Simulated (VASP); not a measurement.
A convergence study with VASP on MoTe$_{2}$ (space group no. 194 when undisturbed): a few settings are varied, all else stays as given below, so the limit is that of these other settings. One atom is moved off its site, so that forces are finite.

```xyz
6
Lattice="1.7653 -3.0576 0.0000 1.7653 3.0576 0.0000 0.0000 0.0000 14.0019" Properties=species:S:1:pos:R:3 pbc="T T T"
Te     1.7653     1.0192    12.3577
Te     1.7653    -1.0192     5.3067
Te     1.7653    -1.0192     1.6942
Te     1.7653     1.0192     8.6952
Mo     1.7653     1.0192     3.5005
Mo     1.7653    -1.0192    10.5014
```

Level of theory: LDA (Ceperley-Alder, Perdew-Zunger), VASP's LDA PAW potentials (set 64) (plane waves; VASP). The last row used: 300 eV cut-off, 8×8×2 Γ-centred mesh, Fermi-Dirac smearing of 0.020 eV, potentials Te Mo_sv.

| setting | E (eV/atom) | pressure (GPa) | largest force (eV/Å) | irreducible k-points |
|---|---|---|---|---|
| SIGMA = 1.0 | … | … | … | 20 |
| SIGMA = 0.5 | -6.7890 | -2.45 | 0.484 | 20 |
| SIGMA = 0.2 | -6.8545 | -4.34 | 0.847 | 20 |
| SIGMA = 0.1 | … | -4.40 | … | 20 |
| SIGMA = 0.02 | -6.8613 | -4.40 | 0.889 | 20 |

Q: Fill in the missing entries.

A: 
- SIGMA = 0.1, E (eV/atom): -6.8610
- SIGMA = 0.1, largest force (eV/Å): 0.886
- SIGMA = 1.0, E (eV/atom): -6.7696
- SIGMA = 1.0, pressure (GPa): 2.85
- SIGMA = 1.0, largest force (eV/Å): 0.610

VASP warned of too few bands at SIGMA = 1.0; SIGMA = 0.5.

Left out are rungs that failed or repeat a setting and relaxations that didn't move; long series are thinned to 24 rows.

The structure is a typed MoTe2 crystal (space group no. 194). The cell was not relaxed at this level, it is distorted from the ideal structure. VASP warned that the highest band is occupied, so more bands are needed.
